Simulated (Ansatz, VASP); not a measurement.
**TaSb: VASP beside Ansatz**

Aim: how closely do two programs agree when they are given the same cell, functional and k mesh? The cell is generated by rule, not measured, and may not be a known phase. The cell is taken from a series of runs on this material, whose earlier steps may have relaxed, scaled, displaced or heated it; both programs get it as it stands.

Calculated with Ansatz 0.2.0; plane waves, with VASP 6.6.1 beside it; zone-centre phonons at LDA.

The structure was built from a prototype and need not be the compound's stable phase.

## 1. The starting structure

It takes space group P-6m2 (No. 187, hexagonal). Conventional cell: a = 3.523 Å, b = 3.523 Å, c = 3.733 Å, α = 90.00°, β = 90.00°, γ = 120.00°. Nearest to Ta lie 6 Sb at 2.76 Å. Nearest to Sb lie 6 Ta at 2.76 Å. Farther neighbours are not listed.

Coordinates:

```
Ta Sb
1.0
     3.52264    0.00000    0.00000
    -1.76132    3.05069    0.00000
     0.00000    0.00000    3.73303
Ta Sb
1 1
Direct
  0.33333 0.66667 0.50000
  0.00000 0.00000 0.00000
```

## 2. VASP: zone-centre phonons, LDA

Second derivatives magnify differences that forces hide, and they need a tight electronic threshold.

Lines of VASP's logs that name or quote its potential files are left out, and so is its time.

Input file INCAR:

```
SYSTEM = TaSb
PREC = Accurate
ENCUT = 500
EDIFF = 1E-08
NELM = 120
ISMEAR = 1
SIGMA = 0.15
LREAL = .FALSE.
ALGO = Normal
GGA = PW92
NBANDS = 14
LASPH = .TRUE.
LORBIT = 11
LWAVE = .FALSE.
LCHARG = .FALSE.
ISIF = 2
IBRION = 8
GGA_COMPAT = .FALSE.
KPAR = 2
```

Input file POSCAR:

```
TaSb
1.0
    3.5226379344      0.0000000000      0.0000000000
   -1.7613189672      3.0506939396      0.0000000000
    0.0000000000      0.0000000000      3.7330307281
Ta Sb
1 1
Direct
    0.3333333333      0.6666666667      0.5000000000
    1.0000000000      0.0000000000      0.0000000000
```

Input file KPOINTS:

```
Automatic mesh
0
Gamma
12 12 10
0 0 0
```

PAW data sets: Ta_pv and Sb (LDA family, release 64).

The run is started by

```bash
mpirun -np 2 vasp_std
```

Numbers of over 12 decimals in the logs are rounded to 6 here.

Log:

```text
[banner, memory and clock lines left out]
running    2 mpi-ranks, on    1 nodes
 distrk:  each k-point on    1 cores,    2 groups
 distr:  one band on    1 cores,    1 groups

 POSCAR found type information on POSCAR TaSb
 POSCAR found :  2 types and       2 ions
|                                                                             |
|               ----> ADVICE to this user running VASP <----                  |
|                                                                             |
|     You enforced a specific xc type in the INCAR file but a different       |
|     [... a line on the potential file left out ...]
|     I HOPE YOU KNOW WHAT YOU ARE DOING!                                     |
|                                                                             |

 LDA part: xc-table for (Slater(with rela. corr.)+PW92), standard interpolation
 POSCAR, INCAR and KPOINTS ok, starting setup
 FFT: planning ... GRIDC
 FFT: planning ... GRID_SOFT
 FFT: planning ... GRID
 WAVECAR not read
 entering main loop
       N       E                     dE             d eps       ncg     rms          rms(c)
DAV:   1     0.899911102169E+02    0.89991E+02   -0.77532E+03  3200   0.100E+03
DAV:   2    -0.155556537782E+02   -0.10555E+03   -0.10098E+03  4194   0.263E+02
DAV:   3    -0.183283446482E+02   -0.27727E+01   -0.27294E+01  3840   0.406E+01
DAV:   4    -0.183561173657E+02   -0.27773E-01   -0.27763E-01  3690   0.468E+00
DAV:   5    -0.183566495149E+02   -0.53215E-03   -0.53215E-03  3840   0.645E-01    0.133E+01
DAV:   6    -0.177084489797E+02    0.64820E+00   -0.11280E+00  3480   0.930E+00    0.553E+00
DAV:   7    -0.176579734061E+02    0.50476E-01   -0.10804E-01  3876   0.251E+00    0.232E+00
DAV:   8    -0.176464310660E+02    0.11542E-01   -0.13499E-02  3312   0.671E-01    0.138E-01
DAV:   9    -0.176462626762E+02    0.16839E-03   -0.10181E-03  3546   0.208E-01    0.705E-02
DAV:  10    -0.176462190390E+02    0.43637E-04   -0.87367E-05  4026   0.910E-02    0.207E-02
DAV:  11    -0.176462190105E+02    0.28489E-07   -0.44052E-06  3438   0.179E-02    0.729E-03
DAV:  12    -0.176462188948E+02    0.11563E-06   -0.51917E-07  3876   0.573E-03    0.174E-03
DAV:  13    -0.176462188939E+02    0.93314E-09   -0.22717E-08  3338   0.117E-03
   1 F= -.17646219E+02 E0= -.17646343E+02  d E =0.372104E-03
 Linear response reoptimize wavefunctions to high precision
DAV:   1    -0.176462188931E+02    0.84401E-09   -0.22390E-09  3022   0.453E-04
DAV:   2    -0.176462188932E+02   -0.85493E-10   -0.16204E-10  1728   0.113E-04
 Linear response DOF=           4
 Linear response progress:
  Degree of freedom:   1/  4
       N       E                     dE             d eps       ncg     rms          rms(c)
RMM:   1    -0.136633129086E+00   -0.13663E+00    0.13834E+01 12624   0.284E+01
RMM:   2    -0.170176023707E+00   -0.33543E-01   -0.37895E-02 19490   0.174E+00    0.101E-01
RMM:   3    -0.169507629519E+00    0.66839E-03   -0.20331E-03 23063   0.300E-01    0.510E-02
RMM:   4    -0.168997239015E+00    0.51039E-03   -0.27463E-04 24988   0.110E-01    0.246E-02
RMM:   5    -0.168816849523E+00    0.18039E-03   -0.41618E-05 24015   0.286E-02    0.540E-03
RMM:   6    -0.168781759418E+00    0.35090E-04   -0.15022E-04 25318   0.108E-02    0.112E-03
RMM:   7    -0.168783948227E+00   -0.21888E-05   -0.12056E-04 26041   0.466E-03    0.495E-04
RMM:   8    -0.168784682660E+00   -0.73443E-06   -0.68887E-05 27462   0.202E-03    0.228E-04
RMM:   9    -0.168785784446E+00   -0.11018E-05   -0.35962E-05 27704   0.924E-04    0.478E-05
RMM:  10    -0.168786051010E+00   -0.26656E-06   -0.19855E-05 24722   0.485E-04    0.237E-05
RMM:  11    -0.168786191752E+00   -0.14074E-06   -0.10240E-05 28268   0.258E-04    0.662E-06
RMM:  12    -0.168786189919E+00    0.18332E-08   -0.56221E-06 25556   0.144E-04    0.356E-06
RMM:  13    -0.168786208776E+00   -0.18857E-07   -0.31964E-06 25048   0.827E-05    0.198E-06
RMM:  14    -0.168786244457E+00   -0.35681E-07   -0.17392E-06 25129   0.502E-05    0.704E-07
RMM:  15    -0.168786240364E+00    0.40933E-08   -0.98170E-07 19284   0.296E-05    0.638E-07
RMM:  16    -0.168786263296E+00   -0.22931E-07   -0.55057E-07 23129   0.204E-05    0.106E-06
RMM:  17    -0.168786245326E+00    0.17970E-07   -0.32010E-07 18873   0.136E-05    0.693E-07
RMM:  18    -0.168786250832E+00   -0.55061E-08   -0.18673E-07  8809   0.850E-06    0.374E-07
RMM:  19    -0.168786250880E+00   -0.47889E-10   -0.10986E-07  7829   0.614E-06    0.424E-07
RMM:  20    -0.168786251579E+00   -0.69967E-09   -0.65902E-08  8037   0.474E-06    0.465E-07
 first order change of Fermi-energy  -0.15349E-03
 force on displaced ion       1 direction 1 : -10.550   0.000   0.000
 Linear response progress:
  Degree of freedom:   2/  4
       N       E                     dE             d eps       ncg     rms          rms(c)
RMM:   1    -0.149913775201E+00   -0.14991E+00    0.13487E+01  4690   0.284E+01
RMM:   2    -0.184556002249E+00   -0.34642E-01   -0.37353E-02  7117   0.173E+00    0.104E-01
RMM:   3    -0.184406339201E+00    0.14966E-03   -0.14800E-03  8217   0.254E-01    0.541E-02
RMM:   4    -0.184144978597E+00    0.26136E-03   -0.24306E-04  8448   0.104E-01    0.149E-02
RMM:   5    -0.184077583620E+00    0.67395E-04   -0.17213E-05  8455   0.228E-02    0.809E-03
RMM:   6    -0.184012968703E+00    0.64615E-04   -0.24019E-05  8331   0.854E-03    0.523E-04
RMM:   7    -0.184014014702E+00   -0.10460E-05   -0.19827E-05  9236   0.330E-03    0.437E-04
RMM:   8    -0.184018610521E+00   -0.45958E-05   -0.10504E-05  8720   0.130E-03    0.112E-04
RMM:   9    -0.184018759279E+00   -0.14876E-06   -0.55910E-06  9518   0.523E-04    0.605E-05
RMM:  10    -0.184017858891E+00    0.90039E-06   -0.28199E-06  8523   0.300E-04    0.275E-05
RMM:  11    -0.184018006425E+00   -0.14753E-06   -0.14893E-06  9312   0.168E-04    0.153E-05
RMM:  12    -0.184017987352E+00    0.19073E-07   -0.77418E-07  8784   0.104E-04    0.593E-06
RMM:  13    -0.184017947373E+00    0.39979E-07   -0.37347E-07  8463   0.655E-05    0.100E-05
RMM:  14    -0.184018002683E+00   -0.55310E-07   -0.20651E-07  8030   0.454E-05    0.593E-06
RMM:  15    -0.184018032565E+00   -0.29881E-07   -0.96362E-08  8738   0.314E-05    0.388E-06
RMM:  16    -0.184018040919E+00   -0.83542E-08   -0.48581E-08  8222   0.203E-05    0.341E-06
 first order change of Fermi-energy   0.65975E-03
 force on displaced ion       1 direction 3 :  -0.000   0.000 -12.745
 Linear response progress:
  Degree of freedom:   3/  4
       N       E                     dE             d eps       ncg     rms          rms(c)
RMM:   1    -0.266140923543E-01   -0.26614E-01   -0.29964E-02 25374   0.160E+00
RMM:   2    -0.235099723535E-01    0.31041E-02   -0.32003E-03 21689   0.327E-01    0.670E-02
RMM:   3    -0.235136366753E-01   -0.36643E-05   -0.13006E-04 20793   0.744E-02    0.378E-02
RMM:   4    -0.235555735424E-01   -0.41937E-04   -0.26448E-05 21849   0.324E-02    0.874E-03
RMM:   5    -0.235555818870E-01   -0.83446E-08   -0.14863E-06 22462   0.850E-03    0.178E-03
RMM:   6    -0.235529816725E-01    0.26002E-05   -0.10169E-07 23566   0.207E-03    0.106E-03
RMM:   7    -0.235520916740E-01    0.89000E-06   -0.13284E-08 23198   0.648E-04    0.258E-04
RMM:   8    -0.235524420927E-01   -0.35042E-06   -0.18067E-08 23599   0.238E-04    0.168E-04
RMM:   9    -0.235523594393E-01    0.82653E-07   -0.25562E-09 22650   0.796E-05    0.357E-05
RMM:  10    -0.235523539442E-01    0.54951E-08    0.12431E-09 24102   0.353E-05    0.265E-05
 first order change of Fermi-energy   0.17278E-04
 force on displaced ion       2 direction 1 : -10.546   0.000   0.000
 Linear response progress:
  Degree of freedom:   4/  4
       N       E                     dE             d eps       ncg     rms          rms(c)
RMM:   1    -0.325316038707E-01   -0.32532E-01   -0.94411E-04  9066   0.180E+00
RMM:   2    -0.296371488882E-01    0.28945E-02   -0.32651E-03  7881   0.326E-01    0.108E-01
RMM:   3    -0.295754348015E-01    0.61714E-04   -0.60106E-04  7603   0.138E-01    0.537E-02
RMM:   4    -0.297470838510E-01   -0.17165E-03   -0.12995E-04  8048   0.612E-02    0.183E-02
RMM:   5    -0.297982123376E-01   -0.51128E-04   -0.10875E-05  7806   0.244E-02    0.356E-03
RMM:   6    -0.297970620162E-01    0.11503E-05   -0.50698E-07  7746   0.593E-03    0.193E-03
RMM:   7    -0.297928565726E-01    0.42054E-05   -0.16047E-07  7837   0.281E-03    0.212E-04
RMM:   8    -0.297940547344E-01   -0.11982E-05   -0.15424E-08  8365   0.989E-04    0.175E-04
RMM:   9    -0.297937704497E-01    0.28428E-06   -0.39826E-10  8209   0.345E-04    0.378E-05
RMM:  10    -0.297937752925E-01   -0.48428E-08   -0.65652E-10  8541   0.929E-05    0.114E-05
 first order change of Fermi-energy  -0.31676E-03
 force on displaced ion       2 direction 3 :  -0.000   0.000 -12.749
 Linear response finished
```

OUTCAR, selected parts (step 2):

```text
ion  position               nearest neighbor table
   1  0.333  0.667  0.500-   2 2.76   2 2.76   2 2.76   2 2.76   2 2.76   2 2.76
   2  0.000  0.000  0.000-   1 2.76   1 2.76   1 2.76   1 2.76   1 2.76   1 2.76

  LATTYP: Found a hexagonal cell.
 ALAT       =     3.5226379344
 C/A-ratio  =     1.0597259206

 Subroutine GETGRP returns: Found 12 space group operations
 (whereof 12 operations were pure point group operations)

The static configuration has the point symmetry D_3h.

 Found    114 irreducible k-points:

   k-points           NKPTS =    114   k-points in BZ     NKDIM =    114   number of bands    NBANDS=     14

   dimension x,y,z NGX =    28 NGY =   28 NGZ =   28
   dimension x,y,z NGXF=    56 NGYF=   56 NGZF=   56

   ENCUT  =  500.0 eV  36.75 Ry    6.06 a.u.   6.42  6.42  6.81*2*pi/ulx,y,z

   NELECT =      16.0000    total number of electrons

 k-points in reciprocal lattice and weights: Automatic mesh
   0.00000000  0.00000000  0.00000000       0.001
   0.08333333 -0.00000000  0.00000000       0.004
   0.16666667 -0.00000000  0.00000000       0.004
   0.25000000 -0.00000000  0.00000000       0.004
   0.33333333  0.00000000  0.00000000       0.004
   0.41666667 -0.00000000  0.00000000       0.004
   0.50000000 -0.00000000  0.00000000       0.002
   0.08333333  0.08333333  0.00000000       0.004
   0.16666667  0.08333333  0.00000000       0.008
[...]
0.33333333  0.25000000  0.50000000       0.008
   0.33333333  0.33333333  0.50000000       0.001

 average (electrostatic) potential at core
       1 -34.8138       2 -84.5426

  Total        0.1891603      0.1891603      0.3063125      0.0000000     -0.0000000      0.0000000
  in kB        7.5546161      7.5546161     12.2333968      0.0000000     -0.0000000      0.0000000
  external PRESSURE =       9.1142097 kB  Pullay stress =       0.0000000 kB

  energy-cutoff  :      500.00
  volume of cell :       40.12
      direct lattice vectors                 reciprocal lattice vectors
     3.522637934  0.000000000  0.000000000     0.283878167  0.163897136  0.000000000
    -1.761318967  3.050693940  0.000000000     0.000000000  0.327794272  0.000000000
     0.000000000  0.000000000  3.733030728     0.000000000  0.000000000  0.267878856

 POSITION                                       TOTAL-FORCE (eV/Angst)
 -----------------------------------------------------------------------------------
     -0.00000      2.03380      1.86652         0.000000      0.000000      0.000000
      0.00000      0.00000      0.00000        -0.000000      0.000000      0.000000
 -----------------------------------------------------------------------------------
    total drift:                                0.000000     -0.000000     -0.000000

 Eigenvectors and eigenvalues of the dynamical matrix
 ----------------------------------------------------

   1 f  =    6.542758 THz    41.109362 2PiTHz  218.242922 cm-1    27.058662 meV
             X         Y         Z           dx          dy          dz
     -0.000000  2.033796  1.866515    -0.000000   -0.000000   -0.634147
      0.000000  0.000000  0.000000     0.000000    0.000000    0.773212

   2 f  =    5.951485 THz    37.394284 2PiTHz  198.520176 cm-1    24.613354 meV
             X         Y         Z           dx          dy          dz
     -0.000000  2.033796  1.866515    -0.000001   -0.634286    0.000000
      0.000000  0.000000  0.000000     0.000001    0.773099   -0.000000

   3 f  =    5.951485 THz    37.394284 2PiTHz  198.520176 cm-1    24.613354 meV
             X         Y         Z           dx          dy          dz
     -0.000000  2.033796  1.866515    -0.634286    0.000001   -0.000000
      0.000000  0.000000  0.000000     0.773099   -0.000001    0.000000

   4 f/i=    0.000491 THz     0.003086 2PiTHz    0.016385 cm-1     0.002032 meV
             X         Y         Z           dx          dy          dz
     -0.000000  2.033796  1.866515    -0.000000    0.000000   -0.773212
      0.000000  0.000000  0.000000    -0.000000    0.000000   -0.634147

   5 f/i=    0.000620 THz     0.003896 2PiTHz    0.020682 cm-1     0.002564 meV
             X         Y         Z           dx          dy          dz
     -0.000000  2.033796  1.866515     0.313723   -0.706583   -0.000000
      0.000000  0.000000  0.000000     0.257393   -0.579713   -0.000000

   6 f/i=    0.000620 THz     0.003896 2PiTHz    0.020682 cm-1     0.002564 meV
             X         Y         Z           dx          dy          dz
     -0.000000  2.033796  1.866515    -0.706583   -0.313723   -0.000000
      0.000000  0.000000  0.000000    -0.579713   -0.257393   -0.000000

 ELASTIC MODULI CONTR FROM IONIC RELAXATION (kBar)
 Direction    XX          YY          ZZ          XY          YZ          ZX
 --------------------------------------------------------------------------------
 XX        -223.0743    223.0743      0.0000      0.0000      0.0000      0.0000
 YY         223.0743   -223.0743      0.0000     -0.0000      0.0000     -0.0000
 ZZ           0.0000      0.0000      0.0000      0.0000      0.0000      0.0000
 XY           0.0000     -0.0000      0.0000   -223.0743      0.0000      0.0000
 YZ           0.0000      0.0000      0.0000      0.0000      0.0000      0.0000
 ZX           0.0000     -0.0000      0.0000      0.0000      0.0000     -0.0000
 --------------------------------------------------------------------------------
```

[end of part 1 of 2]

[Lines on the potential files, build, host, timing and source positions are cut from VASP's logs without a mark.]

[Logs are printed without paths, hosts, clocks, repeated set-up lines and the standing remarks that a program may print on its own settings, such as how far it seeks lower states.]

[Hosts, paths, dates, database ids (printed as entryN), source tags and the programs' standing remarks are cut or masked in the printed files.]
